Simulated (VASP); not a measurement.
# RbNaAs (Cm) in VASP: further runs

One crystal, RbNaAs, is run at these levels: PBE; tasks: single point.

All numbers are computed with VASP 6.6.1; they aren't measurements. Logs are shortened: lines on timing, memory, paths and dates and some standing lists are left out, and cuts for length are marked.

**1. Starting point**

Symmetry: P-3m1, No. 164, trigonal system. Conventional cell: a = 5.419 Å, b = 5.419 Å, c = 7.546 Å, α = 90.00°, β = 90.00°, γ = 120.00°. Around Rb (site symmetry -3m) lie 6 As at 3.66 Å and 6 Na at 3.66 Å and 2 Rb at 3.77 Å. Rb (site symmetry -3m) is surrounded by 6 Na at 3.65 Å and 6 As at 3.65 Å and 2 Rb at 3.77 Å. As (site symmetry 3m) has 3 Na at 3.13 Å as nearest neighbours. Na (site symmetry 3m) has 3 As at 3.13 Å as nearest neighbours.

The cell was built by a generator and needn't be a form met in nature.

**2. Single point, PBE**

Input file INCAR:

```
SYSTEM = RbNaAs
PREC = Accurate
ENCUT = 520
EDIFF = 1E-6
ISMEAR = 0
SIGMA = 0.161
LREAL = .FALSE.
LASPH = .TRUE.
NELM = 100
ALGO = Fast
ISIF = 2
LWAVE = .FALSE.
LCHARG = .FALSE.
GGA = PE
NBANDS = 30
ISYM = 0
```

Input file KPOINTS:

```
Automatic mesh
0
G
  8 8 3
  0 0 0
```

Input file POSCAR:

```
RbNaAs
1.0
    2.7100117460      4.6929481882      0.0000576437
   -2.7094954910      4.6926501282     -0.0000061055
    0.0001868176      0.0000871992      7.5458515872
Rb As Na
2 2 2
Direct
    0.0008107100      0.0004312554      0.3253742742
    0.0008095173      0.0004313377      0.8253632029
    0.3341509123      0.3337644811      0.5759953659
    0.6674720542      0.6670935741      1.0745569361
    0.6674561967      0.6671066220      0.5765884784
    0.3341592420      0.3337551876      0.0741553953
```

Potentials or basis: VASP PAW PBE potentials, release 64 (Rb_sv, As, Na_pv).

Run with:

```
$ cat potpaw_PBE.64/Rb_sv/POTCAR potpaw_PBE.64/As/POTCAR potpaw_PBE.64/Na_pv/POTCAR > POTCAR
$ mpirun -np 1 vasp_std > vasp.out
```

OUTCAR:

```text
SYSTEM = RbNaAs
   PREC = Accurate
   ENCUT = 520
   EDIFF = 1E-6
   ISMEAR = 0
   LREAL = .FALSE.
   LASPH = .TRUE.
   NELM = 100
   ISIF = 2
   GGA = PE
   ISYM = 0

 ion  position               nearest neighbor table
   1  0.001  0.000  0.325-   3 3.66   3 3.66   3 3.66   4 3.66   4 3.66   4 3.66   6 3.66   5 3.66
                             5 3.66   6 3.66   5 3.66   6 3.66   2 3.77   2 3.77
   2  0.001  0.000  0.825-   5 3.65   6 3.65   5 3.65   5 3.65   6 3.65   6 3.65   4 3.65   4 3.65
                             4 3.65   3 3.65   3 3.65   3 3.65   1 3.77   1 3.77
   3  0.334  0.334  0.576-   2 3.65   2 3.65   2 3.65   1 3.66   1 3.66   1 3.66
   4  0.667  0.667  0.075-   2 3.65   2 3.65   2 3.65   1 3.66   1 3.66   1 3.66
   5  0.667  0.667  0.577-   2 3.65   2 3.65   2 3.65   1 3.66   1 3.66   1 3.66
   6  0.334  0.334  0.074-   2 3.65   2 3.65   2 3.65   1 3.66   1 3.66   1 3.66

IMPORTANT INFORMATION: All symmetrisations will be switched off!
NOSYMM: (Re-)initialisation of all symmetry stuff for point group C_1.

----------------------------------------------------------------------------------------

                                     Primitive cell

  volume of cell :     191.9111

  direct lattice vectors                    reciprocal lattice vectors
     2.710011746  4.692948188  0.000057644     0.184512761  0.106536068 -0.000005799
    -2.709495491  4.692650128 -0.000006106    -0.184524481  0.106556367  0.000003337
     0.000186818  0.000087199  7.545851587    -0.000001559 -0.000000728  0.132523147

  length of vectors
     5.419218243  5.418701970  7.545851590     0.213060773  0.213081073  0.132523147

  position of ions in fractional coordinates (direct lattice)
     0.000810710  0.000431255  0.325374274
     0.000809517  0.000431338  0.825363203
     0.334150912  0.333764481  0.575995366
     0.667472054  0.667093574  0.074556936
     0.667456197  0.667106622  0.576588478
     0.334159242  0.333755188  0.074155395

  ion indices of the primitive-cell ions
   primitive index   ion index
                 1           1
                 2           2
                 3           3
                 4           4
                 5           5
                 6           6

----------------------------------------------------------------------------------------

 KPOINTS: Automatic mesh

Automatic generation of k-mesh.
 Grid dimensions read from file:
 generate k-points for:    8    8    3

 Generating k-lattice:

  Cartesian coordinates                     Fractional coordinates (reciprocal lattice)
     0.023064095  0.013317009 -0.000000725     0.125000000  0.000000000  0.000000000
    -0.023065560  0.013319546  0.000000417     0.000000000  0.125000000  0.000000000
    -0.000000520 -0.000000243  0.044174382     0.000000000 -0.000000000  0.333333333

  Length of vectors
     0.026632597  0.026635134  0.044174382

  Shift w.r.t. Gamma in fractional coordinates (k-lattice)
     0.000000000  0.000000000  0.000000000

 -----------------------------------------------------------------------------
|                                                                             |
|           W    W    AA    RRRRR   N    N  II  N    N   GGGG   !!!           |
|           W    W   A  A   R    R  NN   N  II  NN   N  G    G  !!!           |
|           W    W  A    A  R    R  N N  N  II  N N  N  G       !!!           |
|           W WW W  AAAAAA  RRRRR   N  N N  II  N  N N  G  GGG   !            |
|           WW  WW  A    A  R   R   N   NN  II  N   NN  G    G                |
|           W    W  A    A  R    R  N    N  II  N    N   GGGG   !!!           |
|                                                                             |
|     Your reciprocal lattice and k-lattice belong to different lattice       |
|     classes:                                                                |
|                                                                             |
|        The reciprocal lattice is triclinic,                                 |
|        whereas your k-lattice is base-centered monoclinic.                  |
|                                                                             |
|     Results are often still useful ...                                      |
|                                                                             |
 -----------------------------------------------------------------------------

 Subroutine IBZKPT returns following result:
 ===========================================

 Found     98 irreducible k-points:

 Following reciprocal coordinates:
            Coordinates               Weight
  0.000000  0.000000  0.000000      1.000000
  0.125000 -0.000000  0.000000      2.000000
  0.250000 -0.000000  0.000000      2.000000
  0.375000 -0.000000  0.000000      2.000000
  0.500000 -0.000000  0.000000      1.000000
 -0.000000  0.125000  0.000000      2.000000
[... 16 lines left out ...]
  0.125000  0.375000  0.000000      2.000000
  0.250000  0.375000  0.000000      2.000000
 [... further k-points ...]
   k-points           NKPTS =     98   k-points in BZ     NKDIM =     98   number of bands    NBANDS=     30
   number of dos      NEDOS =    301   number of ions     NIONS =      6
   total plane-waves  NPLWV =  89600
   dimension x,y,z NGX =    40 NGY =   40 NGZ =   56
   dimension x,y,z NGXF=    80 NGYF=   80 NGZF=  112
   ions per type =               2   2   2
   NGX,Y,Z   is equivalent  to a cutoff of  12.27, 12.27, 12.34 a.u.
   NGXF,Y,Z  is equivalent  to a cutoff of  24.54, 24.54, 24.68 a.u.
 SYSTEM =  RbNaAs
   PREC   = accura    normal or accurate (medium, high low for compatibility)
   ISTART =      0    job   : 0-new  1-cont  2-samecut
   ICHARG =      2    charge: 1-file 2-atom 10-const
   ISPIN  =      1    spin polarized calculation?
   LNONCOLLINEAR =      F non collinear calculations
   LSORBIT =      F    spin-orbit coupling
   LASPH  =      T    aspherical Exc in radial PAW
   ENCUT  =  520.0 eV  38.22 Ry    6.18 a.u.  10.08 10.08 14.03*2*pi/ulx,y,z
   NELM   =    100;   NELMIN=  2; NELMDL= -5     # of ELM steps
   EDIFF  = 0.1E-05   stopping-criterion for ELM
   LREAL  =      F    real-space projection
   EDIFFG = 0.1E-04   stopping-criterion for IOM
   NSW    =      0    number of steps for IOM
   IBRION =     -1    ionic relax: 0-MD 1-quasi-New 2-CG
   NFREE  =      0    steps in history (QN), initial steepest desc. (CG)
   ISIF   =      2    stress and relaxation
   ISYM   =      0    0-nonsym 1-usesym 2-fastsym
   POTIM  = 0.5000    time-step for ionic-motion
   TEBEG  =    0.0;   TEEND  =   0.0 temperature during run
   PSTRESS=    0.0 pullay stress
   NELECT =      42.0000    total number of electrons
   NUPDOWN=      -1.0000    fix difference up-down
   EMIN   =  10.00;   EMAX   =-10.00  energy-range for DOS
   EFERMI =   0.00;   METHOD = LEGACY
   ISMEAR =     0;   SIGMA  =   0.16  broadening in eV -4-tet -1-fermi 0-gaus
   EFERMI_NEDOS =   21; number of points for ismear=-14 and -15
   IALGO  =     68    algorithm
   IMIX   =      4    mixing-type and parameters
     AMIX     =   0.40;   BMIX     =  1.00
     AMIX_MAG =   1.60;   BMIX_MAG =  1.00
  volume/ion in A,a.u.               =      31.99       215.85
  Fermi-wavevector in a.u.,A,eV,Ry     =   0.986562  1.864333 13.242625  0.973305
  Thomas-Fermi vector in A             =   2.117952
   LORBIT       =      0    0 simple, 1 ext, 2 COOP (PROOUT), +10 PAW based schemes
   GGA     = PE    functional components
   LHFCALC =     F    Hartree Fock is set to
   AEXX    =    0.0000 exact exchange contribution
   IVDW    =     0    specifies the selected vdW correction
   LEPSILON=     F    determine dielectric tensor
   LRPA    =     F    only Hartree local field effects (RPA)
 non-spin polarized calculation
 RMM-DIIS sequential band-by-band and
 Gauss-broadening in eV      SIGMA  =   0.16
  energy-cutoff  :      520.00
  volume of cell :      191.91
 maximum number of plane-waves:      5190
   NGX = 21   NGY = 21   NGZ = 29

 number of electron      42.0000019 magnetization

 Free energy of the ion-electron system (eV)
  ---------------------------------------------------
  ext. energy  EPLUGINS =         0.00000000
  ---------------------------------------------------
  free energy    TOTEN  =       -14.86033415 eV

  energy without entropy =      -14.75486879  energy(sigma->0) =      -14.80760147

 E-fermi :   0.7811     XC(G=0):  -7.9029

 val. band max:        0.7507713886   @ k =  -0.1250   0.0000   0.3333
 cond. band min:       0.7871595485   @ k =   0.2500   0.2500  -0.0000
 fundamental gap:      0.0363881599
 Fermi energy:         0.7811077047

 k-point     1 :       0.0000    0.0000    0.0000
  band No.  band energies     occupation
      1     -25.9948      2.00000
      2     -25.9405      2.00000
      3     -22.9472      2.00000
      4     -22.9461      2.00000
      5     -22.9211      2.00000
      6     -22.9211      2.00000
[... 22 lines left out ...]
     29       5.4793      0.00000
     30       6.5590      0.00000

 k-point     2 :       0.1250   -0.0000    0.0000
  band No.  band energies     occupation
      1     -25.9946      2.00000
      2     -25.9403      2.00000
      3     -22.9472      2.00000
      4     -22.9462      2.00000
      5     -22.9212      2.00000
      6     -22.9211      2.00000
[... 22 lines left out ...]
     29       5.6236      0.00000
     30       6.5560      0.00000

 k-point     3 :       0.2500   -0.0000    0.0000
  band No.  band energies     occupation
      1     -25.9942      2.00000
      2     -25.9398      2.00000
      3     -22.9472      2.00000
      4     -22.9463      2.00000
      5     -22.9214      2.00000
      6     -22.9212      2.00000
[... 682 lines left out ...]
     29       6.3477      0.00000
     30       6.8811      0.00000

 k-point    24 :       0.2500    0.3750    0.0000
  band No.  band energies     occupation
      1     -25.9939      2.00000
      2     -25.9395      2.00000
      3     -22.9472      2.00000
      4     -22.9464      2.00000
      5     -22.9215      2.00000
      6     -22.9212      2.00000
[... 22 lines left out ...]
     29       6.3406      0.00000
     30       6.8780      0.00000

 [... further k-points ...]

------------------------ aborting loop because EDIFF is reached ----------------------------------------

  FORCE on cell =-STRESS in cart. coord.  units (eV):
  Direction    XX          YY          ZZ          XY          YZ          ZX
  --------------------------------------------------------------------------------------
  -------------------------------------------------------------------------------------
  Total        0.0334526      0.0378228      0.0141164     -0.0016393     -0.0002054     -0.0002459
  in kB        0.2792802      0.3157652      0.1178510     -0.0136854     -0.0017145     -0.0020532
  external PRESSURE =       0.2376321 kB  Pullay stress =       0.0000000 kB

 VOLUME and BASIS-vectors are now :
 -----------------------------------------------------------------------------
  energy-cutoff  :      520.00
  volume of cell :      191.91
      direct lattice vectors                 reciprocal lattice vectors
     2.710011746  4.692948188  0.000057644     0.184512761  0.106536068 -0.000005799
    -2.709495491  4.692650128 -0.000006106    -0.184524481  0.106556367  0.000003337
     0.000186818  0.000087199  7.545851587    -0.000001559 -0.000000728  0.132523147

 POSITION                                       TOTAL-FORCE (eV/Angst)
 -----------------------------------------------------------------------------------
      0.00109      0.00586      2.45523         0.000046      0.000053     -0.000613
      0.00118      0.00590      6.22807        -0.000032      0.000081     -0.000748
      0.00133      3.13444      4.34639        -0.000024      0.000091      0.000870
      0.00138      6.26286      0.56263         0.000021      0.000135      0.000012
      0.00140      6.26289      4.35089         0.000034     -0.000130      0.000991
      0.00128      3.13439      0.55958        -0.000045     -0.000229     -0.000512
 -----------------------------------------------------------------------------------
    total drift:                               -0.000147     -0.000758     -0.000303

  FREE ENERGIE OF THE ION-ELECTRON SYSTEM (eV)
  ---------------------------------------------------
  free  energy   TOTEN  =       -14.8603341464 eV

  energy  without entropy=      -14.7548687896  energy(sigma->0) =      -14.80760147
```

It took 14 min on 1 thread of Intel Xeon Platinum 8488C (Sapphire Rapids), shared host; peak memory 0.63 GiB.

Results:

```yaml
Free_energy: -14.8603 eV
Pressure: 0.0 GPa
Band_gap_on_the_k_mesh: none (metal or under the smearing width)
```

**3. Single point, PBE**

This run uses another cell than the first one, of 32.27 Å³/atom, 1.009 times its volume.

INCAR is that of step 2.

Input file KPOINTS:

```
Automatic mesh
0
Gamma
  5 5 2
  0.5 0.5 0.5
```

Input file POSCAR:

```
RbNaAs
1.0
    2.6936750402      4.6719615704      0.0000000000
   -2.6936750402      4.6719615704      0.0000000000
    0.0000000000      0.0000000000      7.6937640498
Rb As Na
2 2 2
Direct
    0.0000149616      0.0000149616      0.3250542784
   -0.0000149616     -0.0000149616      0.8250542784
    0.3333494231      0.3333494231      0.5748545461
    0.6666505769      0.6666505769      1.0748545461
    0.6666714176      0.6666714176      0.5753611756
    0.3333285824      0.3333285824      0.0753611756
```

Potentials or basis: VASP PAW PBE potentials, release 64 (Rb_sv, As, Na_pv).

Run with:

```
$ cat potpaw_PBE.64/Rb_sv/POTCAR potpaw_PBE.64/As/POTCAR potpaw_PBE.64/Na_pv/POTCAR > POTCAR
$ mpirun -np 1 vasp_std > vasp.out
```

Wall time 4.5 min (1 thread of Intel Xeon Platinum 8488C (Sapphire Rapids), shared host); peak memory 0.36 GiB.

The run converged. Its results:

```yaml
Free_energy: -14.8640 eV
Pressure: 0.0 GPa
Band_gap_on_the_k_mesh: none (metal or under the smearing width)
```

Forces in eV/Å, atoms in the order of the input:
```
Rb   0.000  0.000  0.000
Rb   0.000  0.000  0.000
As   0.000  0.002  0.001
As   0.000 -0.002  0.001
Na   0.000 -0.002 -0.001
Na   0.000  0.002 -0.001
```

Levels at points of the mesh, in eV from the Fermi level:
```
           k point  band 17  band 18  band 19  band 20  band 21  band 22  band 23  band 24  band 25  band 26
(0.10, 0.10, 0.25)    -1.24    -0.39    -0.39    -0.35     0.09     0.31     2.47     3.27     4.09     4.12
```

Caveat: the k mesh is coarse (spacing up to 0.41 Å⁻¹), so the values aren't converged.
